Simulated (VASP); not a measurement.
Computed with r2SCAN meta-GGA, VASP's PBE PAW potentials (set 64) (plane waves; VASP).

A VASP calculation is set up with these files.

KPOINTS:
```
Regular mesh
0
Gamma
 7 7 6
```

INCAR:
```
SYSTEM=HgTe
PREC=Accurate; ENCUT=400; LREAL=.False.
LASPH=.True.
EDIFF=1E-6; NELM=100; ALGO=Normal
LMAXMIX=6; LMIXTAU=.True.
ISMEAR=0; SIGMA=0.05
METAGGA=R2SCAN
IBRION=2; NSW=60; ISIF=3
EDIFFG=-0.01
LWAVE=.False.; LCHARG=.False.
```

### POSCAR
```
HgTe
1
    4.0516970000     0.0000000000     0.0000000000
   -2.0258490000     3.5088730000     0.0000000000
    0.0000000000     0.0000000000     3.9542560000
Hg Te
1 1
Direct
  0.0000000000   0.0000000000   0.0000000000
  0.6666670000   0.3333330000   0.5000000000
```

POTCAR, in this order: Hg Te (PBE.64 set). Program: vasp_std.

The run wrote:

File OSZICAR:
```
...
DAV:  10    -0.745807579353E+02   -0.22891E-05   -0.29336E-07   416   0.746E-03    0.292E-04
DAV:  11    -0.745807576328E+02    0.30245E-06   -0.11205E-08   416   0.138E-03
   5 F= -.74580758E+02 E0= -.74579896E+02  d E =-.396090E-02
       N       E                     dE             d eps       ncg     rms          rms(c)
DAV:   1    -0.746391113896E+02   -0.58353E-01   -0.52820E+00   912   0.199E+01    0.147E+00
DAV:   2    -0.745771225134E+02    0.61989E-01   -0.50185E-02   847   0.250E+00    0.801E-01
DAV:   3    -0.745647358066E+02    0.12387E-01   -0.52950E-02   872   0.225E+00    0.272E-01
DAV:   4    -0.745679916182E+02   -0.32558E-02   -0.14624E-02   842   0.133E+00    0.111E-01
DAV:   5    -0.745698006603E+02   -0.18090E-02   -0.87031E-03   832   0.941E-01    0.103E-01
DAV:   6    -0.745726475682E+02   -0.28469E-02   -0.17634E-03   832   0.455E-01    0.139E-02
DAV:   7    -0.745727947844E+02   -0.14722E-03   -0.14131E-04   932   0.130E-01    0.457E-03
DAV:   8    -0.745728097063E+02   -0.14922E-04   -0.26990E-05   837   0.591E-02    0.302E-03
DAV:   9    -0.745728075599E+02    0.21464E-05   -0.90164E-06   832   0.378E-02    0.136E-03
DAV:  10    -0.745728140629E+02   -0.65030E-05   -0.94796E-07   586   0.132E-02    0.754E-04
DAV:  11    -0.745728135039E+02    0.55899E-06   -0.37754E-08   416   0.236E-03
   6 F= -.74572814E+02 E0= -.74572085E+02  d E =0.398322E-02
       N       E                     dE             d eps       ncg     rms          rms(c)
DAV:   1    -0.746240913977E+02   -0.51277E-01   -0.33276E+00   912   0.157E+01    0.112E+00
DAV:   2    -0.745844037898E+02    0.39688E-01   -0.29826E-02   847   0.184E+00    0.639E-01
DAV:   3    -0.745748177165E+02    0.95861E-02   -0.39250E-02   862   0.195E+00    0.198E-01
DAV:   4    -0.745797229116E+02   -0.49052E-02   -0.93756E-03   842   0.107E+00    0.104E-01
DAV:   5    -0.745795786376E+02    0.14427E-03   -0.43571E-03   842   0.661E-01    0.863E-02
DAV:   6    -0.745814885081E+02   -0.19099E-02   -0.11506E-03   832   0.366E-01    0.990E-03
DAV:   7    -0.745816013778E+02   -0.11287E-03   -0.87980E-05   902   0.104E-01    0.510E-03
DAV:   8    -0.745815969792E+02    0.43986E-05   -0.12494E-05   852   0.423E-02    0.317E-03
DAV:   9    -0.745816072023E+02   -0.10223E-04   -0.55641E-06   832   0.284E-02    0.943E-04
DAV:  10    -0.745816057164E+02    0.14859E-05   -0.12457E-06   576   0.155E-02    0.314E-04
DAV:  11    -0.745816067047E+02   -0.98825E-06   -0.42416E-08   416   0.268E-03
   7 F= -.74581607E+02 E0= -.74580871E+02  d E =-.480998E-02
       N       E                     dE             d eps       ncg     rms          rms(c)
DAV:   1    -0.745819437976E+02   -0.33808E-03   -0.24138E-02   907   0.134E+00    0.975E-02
DAV:   2    -0.745816547323E+02    0.28907E-03   -0.22111E-04   847   0.171E-01    0.543E-02
DAV:   3    -0.745815949480E+02    0.59784E-04   -0.26323E-04   867   0.161E-01    0.177E-02
DAV:   4    -0.745816179530E+02   -0.23005E-04   -0.72897E-05   842   0.947E-02    0.772E-03
DAV:   5    -0.745816215220E+02   -0.35690E-05   -0.40200E-05   842   0.639E-02    0.700E-03
DAV:   6    -0.745816378501E+02   -0.16328E-04   -0.72668E-06   837   0.296E-02    0.933E-04
DAV:   7    -0.745816368200E+02    0.10301E-05   -0.62659E-07   581   0.913E-03    0.379E-04
DAV:   8    -0.745816377806E+02   -0.96060E-06   -0.13572E-07   416   0.396E-03
   8 F= -.74581638E+02 E0= -.74580911E+02  d E =-.484105E-02
       N       E                     dE             d eps       ncg     rms          rms(c)
DAV:   1    -0.745816665839E+02   -0.29764E-04   -0.18520E-03   907   0.371E-01    0.269E-02
DAV:   2    -0.745816445350E+02    0.22049E-04   -0.16921E-05   847   0.471E-02    0.151E-02
DAV:   3    -0.745816402583E+02    0.42767E-05   -0.20320E-05   867   0.445E-02    0.485E-03
DAV:   4    -0.745816409847E+02   -0.72641E-06   -0.54817E-06   842   0.255E-02
   9 F= -.74581641E+02 E0= -.74580912E+02  d E =-.484426E-02
       N       E                     dE             d eps       ncg     rms          rms(c)
DAV:   1    -0.745886758065E+02   -0.70355E-02   -0.18135E-01   912   0.500E+00    0.712E-01
DAV:   2    -0.745819795458E+02    0.66963E-02   -0.17728E-02   837   0.196E+00    0.228E-01
DAV:   3    -0.745816418544E+02    0.33769E-03   -0.15230E-03   892   0.439E-01    0.224E-01
DAV:   4    -0.745809713290E+02    0.67053E-03   -0.97354E-04   877   0.302E-01    0.203E-02
DAV:   5    -0.745815254270E+02   -0.55410E-03   -0.29853E-04   842   0.198E-01    0.176E-02
DAV:   6    -0.745814950921E+02    0.30335E-04   -0.25608E-05   872   0.494E-02    0.120E-02
DAV:   7    -0.745815122609E+02   -0.17169E-04   -0.37343E-05   842   0.741E-02    0.336E-03
DAV:   8    -0.745815237965E+02   -0.11536E-04   -0.12086E-05   847   0.370E-02    0.298E-03
DAV:   9    -0.745815245757E+02   -0.77919E-06   -0.56389E-07   451   0.766E-03
  10 F= -.74581525E+02 E0= -.74580801E+02  d E =0.116409E-03
       N       E                     dE             d eps       ncg     rms          rms(c)
DAV:   1    -0.745846286822E+02   -0.31049E-02   -0.73984E-02   912   0.318E+00    0.441E-01
DAV:   2    -0.745818727082E+02    0.27560E-02   -0.73820E-03   837   0.127E+00    0.141E-01
DAV:   3    -0.745817410208E+02    0.13169E-03   -0.63270E-04   892   0.279E-01    0.138E-01
DAV:   4    -0.745814335793E+02    0.30744E-03   -0.43251E-04   877   0.203E-01    0.148E-02
DAV:   5    -0.745817006877E+02   -0.26711E-03   -0.14113E-04   842   0.136E-01    0.114E-02
DAV:   6    -0.745816872604E+02    0.13427E-04   -0.11310E-05   872   0.324E-02    0.742E-03
DAV:   7    -0.745816979184E+02   -0.10658E-04   -0.14710E-05   842   0.465E-02    0.222E-03
DAV:   8    -0.745817006204E+02   -0.27020E-05   -0.47468E-06   847   0.233E-02    0.194E-03
DAV:   9    -0.745817012119E+02   -0.59149E-06   -0.24988E-07   416   0.519E-03
  11 F= -.74581701E+02 E0= -.74580974E+02  d E =-.602272E-04
       N       E                     dE             d eps       ncg     rms          rms(c)
DAV:   1    -0.745817018531E+02   -0.12327E-05   -0.99068E-06   842   0.369E-02    0.554E-03
DAV:   2    -0.745817014781E+02    0.37500E-06   -0.10137E-06   416   0.149E-02
  12 F= -.74581701E+02 E0= -.74580975E+02  d E =-.604934E-04
       N       E                     dE             d eps       ncg     rms          rms(c)
DAV:   1    -0.745823765830E+02   -0.67473E-03   -0.18036E-02   912   0.157E+00    0.221E-01
DAV:   2    -0.745817030749E+02    0.67351E-03   -0.17852E-03   837   0.623E-01    0.717E-02
DAV:   3    -0.745816687378E+02    0.34337E-04   -0.15379E-04   892   0.139E-01    0.702E-02
DAV:   4    -0.745815982709E+02    0.70467E-04   -0.10235E-04   877   0.983E-02    0.679E-03
DAV:   5    -0.745816568607E+02   -0.58590E-04   -0.32262E-05   842   0.650E-02    0.564E-03
DAV:   6    -0.745816540845E+02    0.27762E-05   -0.26163E-06   867   0.157E-02    0.378E-03
DAV:   7    -0.745816550765E+02   -0.99204E-06   -0.37316E-06   837   0.234E-02
  13 F= -.74581655E+02 E0= -.74580930E+02  d E =-.140918E-04
       N       E                     dE             d eps       ncg     rms          rms(c)
DAV:   1    -0.745822494840E+02   -0.59540E-03   -0.13912E-02   917   0.138E+00    0.192E-01
DAV:   2    -0.745817320236E+02    0.51746E-03   -0.13813E-03   837   0.551E-01    0.618E-02
DAV:   3    -0.745817073003E+02    0.24723E-04   -0.11869E-04   892   0.121E-01    0.604E-02
DAV:   4    -0.745816471687E+02    0.60132E-04   -0.80091E-05   872   0.891E-02    0.595E-03
DAV:   5    -0.745817003324E+02   -0.53164E-04   -0.27426E-05   842   0.608E-02    0.489E-03
DAV:   6    -0.745816973522E+02    0.29801E-05   -0.23792E-06   852   0.154E-02    0.326E-03
DAV:   7    -0.745817001655E+02   -0.28132E-05   -0.28569E-06   832   0.207E-02    0.103E-03
DAV:   8    -0.745817003941E+02   -0.22865E-06   -0.88101E-07   561   0.103E-02
  14 F= -.74581700E+02 E0= -.74580974E+02  d E =-.594094E-04
```

**OUTCAR**
```
------------------------ aborting loop because EDIFF is reached ----------------------------------------
  FORCE on cell =-STRESS in cart. coord.  units (eV):
  Direction    XX          YY          ZZ          XY          YZ          ZX
  --------------------------------------------------------------------------------------
  Total       -0.0056124     -0.0056124      0.0186313      0.0000000      0.0000000      0.0000000
  in kB       -0.1552522     -0.1552523      0.5153845      0.0000000      0.0000000      0.0000000
  external PRESSURE =       0.0682933 kB  Pullay stress =       0.0000000 kB
  volume of cell :       57.92
      direct lattice vectors                 reciprocal lattice vectors
     4.150461099 -0.000000014  0.000000000     0.240937086  0.139105107  0.000000000
    -2.075231074  3.594405260 -0.000000000     0.000000001  0.278210143 -0.000000000
    -0.000000000  0.000000000  3.882395497    -0.000000000  0.000000000  0.257572934
 POSITION                                       TOTAL-FORCE (eV/Angst)
 -----------------------------------------------------------------------------------
      0.00000      0.00000      0.00000         0.000000      0.000000     -0.000000
      2.07523      1.19813      1.94120        -0.000000     -0.000000      0.000000
 -----------------------------------------------------------------------------------
    total drift:                               -0.000549      0.000308      0.000000
  FREE ENERGIE OF THE ION-ELECTRON SYSTEM (eV)
  ---------------------------------------------------
  free  energy   TOTEN  =       -74.5817003941 eV

  energy  without entropy=      -74.5802471989  energy(sigma->0) =      -74.58097380

 reached required accuracy - stopping structural energy minimisation
```
(Selected blocks of OUTCAR.)

**CONTCAR**
```
HgTe
   1.00000000000000
     4.1504610986834836   -0.0000000142750654    0.0000000000000001
    -2.0752310738923034    3.5944052602453702   -0.0000000000000001
    -0.0000000000000001    0.0000000000000000    3.8823954973374621
  Hg              Te
     1     1
Direct
     0.0000000000000000    0.0000000000000000    0.0000000000000000
     0.6666669999999968    0.3333330000000032    0.5000000000000000
```

Energy and stress use the plane-wave basis of the starting cell.

The structure was generated: HgTe was put into the WC type (P-6m2), which need not be its known phase. This run relaxes it. Symmetry was kept, so distortions that lower it aren't found.
